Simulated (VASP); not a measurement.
BeTe (zinc blende):

```
BeTe
1.0
    0.00000     2.81500     2.81500
    2.81500     0.00000     2.81500
    2.81500     2.81500     0.00000
Be Te
1 1
Direct
  0.00000   0.00000   0.00000
  0.25000   0.25000   0.25000
```

The lowest empty band near X, direction across the valley's axis, from PBE with spin-orbit coupling in VASP (PAW); its two spin partners are averaged. The gap over the points computed is 1.68 eV, and the next band on that side lies 0.69 eV away at the edge.

Run with 400 eV cut-off, 9×9×9 Γ-centred mesh, Gaussian smearing of 0.050 eV, potentials Be Te.

```csv
distance from the edge in k (1/Å),distance in energy (meV)
0.018,4.9
0.025,9.4
0.035,18.3
0.050,37.2
0.070,72.6
```

**Question.** Fit E(1 + αE) = ħ²k²/2m* (ħ²/2m0 = 3.810 eV Å²) and predict the row at 0.095 1/Å.

**Answer.** The rows don't resolve α, so a parabola serves: the electron mass is m* = 0.257 m0, and so 133.9 meV. The run gave 132.7 meV, -1.2 meV from the fit.

Left out are points under 3 meV from the edge, since the levels carry 0.1 meV, and points farther than half the way to the next band.

The compound is BeTe in the zinc blende structure. The cell was not relaxed at this level.
